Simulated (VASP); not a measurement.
Consider the following.

```
CELL_PARAMETERS angstrom
      4.18384     0.00000     0.00000
      0.00000     4.18384     0.00000
      0.00000     0.00000     2.79955
ATOMIC_POSITIONS crystal
  Mg 0.00000 0.00000 0.00000
  Mg 0.50000 0.50000 0.50000
  F  0.30088 0.30088 0.00000
  F  0.80088 0.19912 0.50000
  F  0.19912 0.80088 0.50000
  F  0.69912 0.69912 0.00000
```

Level of theory: LDA (Ceperley-Alder, Perdew-Zunger), VASP's LDA PAW potentials (set 64) (plane waves; VASP). Run with 620 eV cut-off, 5×5×8 Γ-centred mesh, Gaussian smearing of 0.050 eV, potentials Mg F.

**Question.** Estimate the energy per atom (σ→0), pressure, band gap (on the k-mesh) with the smallest direct gap where there is one.

**Answer.** 
The band gap (on the k-mesh) is 8.96 eV and the smallest direct gap (on the k-mesh) comes out as 8.96 eV. The energy per atom (σ→0) comes out as -5.603 eV/atom and the pressure comes out as 451.6 kbar.

Total energies compare only between runs with the same potentials, cut-off and functional.

The compound is MgF2 in the rutile structure. It was relaxed first under an external pressure of 45 GPa.
